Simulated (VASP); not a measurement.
The system is ZrB2.

```
Zr B
1.0
     3.17000    0.00000    0.00000
    -1.58500    2.74530    0.00000
     0.00000    0.00000    3.53300
Zr B
1 2
Direct
  0.00000 0.00000 0.00000
  0.33333 0.66667 0.50000
  0.66667 0.33333 0.50000
```

```yaml
Program: VASP 6.6.1
Task: relaxation of cell and atoms
Functional: PBEsol
Potentials_or_basis: VASP PAW PBE potentials, release 64 (Zr_sv, B)
Cutoff: 600 eV
k_mesh: 15 × 15 × 10
Occupations: methfessel-paxton, width 0.1 eV
Spin: no spin polarisation
```

At the start: pressure -3.8 GPa; volume 10.25 Å³/atom.

Q: How do energy, volume and symmetry change on relaxing?

A: Over 4 steps the energy falls by 2.0 meV/atom and the volume is 10.09 Å³/atom (-1.6 %); space group P6/mmm (No. 191, to 0.05 Å).

The path:
```csv
step,energy change (eV),largest force (eV/Å),pressure (GPa),volume (Å³)
1,0.0000,0.0000,-3.79,30.75
2,0.0031,0.0000,5.07,29.68
3,-0.0059,0.0000,0.05,30.26
4,-0.0060,0.0000,-0.01,30.26
```

Final structure:
```cif
data_structure
_symmetry_space_group_name_H-M 'P 1'
_symmetry_Int_Tables_number 1
_cell_length_a 3.1570
_cell_length_b 3.1570
_cell_length_c 3.5063
_cell_angle_alpha 90.000
_cell_angle_beta 90.000
_cell_angle_gamma 120.000
_cell_volume 30.26
loop_
_atom_site_label
_atom_site_type_symbol
_atom_site_fract_x
_atom_site_fract_y
_atom_site_fract_z
_atom_site_occupancy
Zr1 Zr 0.00000 0.00000 0.00000 1
B1 B 0.33333 0.66667 0.50000 1
B2 B 0.66667 0.33333 0.50000 1
```

Caveat: the PAW data sets were made with another functional, which shifts forces and pressure a little.
